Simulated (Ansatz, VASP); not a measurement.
Two plane-wave programs on BaC2

The input INCAR:

```
  PREC = Accurate
  ENCUT = 520
  EDIFF = 1E-7
  ISMEAR = 0
  SIGMA = 0.05
  LREAL = F
  LASPH = T
  NELM = 100
  ALGO = Fast
  ISIF = 2
  LWAVE = F
  LCHARG = F
  GGA = CA
  NBANDS = 16
```

File KPOINTS:

```
Automatic mesh
0
Gamma
  9 9 9
```

POSCAR

```
BaC2
1.0
    2.3995184541      1.3853626254      2.9611139443
   -2.3995184541      1.3853626254      2.9611139443
    0.0000000000     -2.7707252508      2.9611139443
Ba C
1 2
Direct
    0.0000000000      0.0000000000      0.0000000000
    0.5849370000      0.5849370000      0.5849370000
    0.4150630000      0.4150630000      0.4150630000
```

Input for Ansatz:

```yaml
crystal:
  lattice:
    - [2.3995184541, 1.3853626254, 2.9611139443]
    - [-2.3995184541, 1.3853626254, 2.9611139443]
    - [0.0, -2.7707252508, 2.9611139443]
  atoms:
    - { symbol: Ba, position: [0.0, 0.0, 0.0] }
    - { symbol: C, position: [0.584937, 0.584937, 0.584937] }
    - { symbol: C, position: [0.415063, 0.415063, 0.415063] }
basis:
  ecutwfc: 420
kpoints:
  mp_grid: { grid: [9, 9, 9] }
hamiltonian:
  xc: lda
scf:
  occupations: { method: gaussian, width: 0.05 }
output:
  forces: true
  stress: true
  eigenvalues: true
```

Alike in both runs: task single point; functional LDA; k mesh 9 × 9 × 9; occupations gaussian, width 0.05 eV; no spin polarisation.

|  | VASP | Ansatz |
| --- | --- | --- |
| version | VASP 6.6.1 | Ansatz 0.2.0 |
| potentials or method | VASP PAW LDA potentials, release 64 (Ba_sv, C) | scalar-relativistic, plane waves, PAW |
| plane-wave cutoff (eV) | 520 | 420 |
| valence electrons in the cell | 18 | 18 |

VASP gave:

* gap on the k mesh at the Fermi level (eV): 0.87
* least direct gap on the mesh (eV): 1.08
* pressure (GPa): -11.6
* largest component of the traceless stress (GPa): 26.59
* rms of the force components (eV/Å): 4.157

Task: Which values does Ansatz return?

Result: gap on the k mesh at the Fermi level (eV): 0.97; least direct gap on the mesh (eV): 1.16; pressure (GPa): -12.8; largest component of the traceless stress (GPa): 26.10; rms of the force components (eV/Å): 4.164.

Atom by atom the forces differ by 0.007 eV/Å (rms over components).

Caveats: spin-orbit coupling is left out, which moves the levels of the heavy elements; an odd mesh through Γ misses points on the zone boundary, where band edges often lie; forces of over 1 eV/Å show positions far from the minimum, so gaps and moduli don't describe the material at rest. LDA gaps usually lie below the measured ones, often by a third to a half.
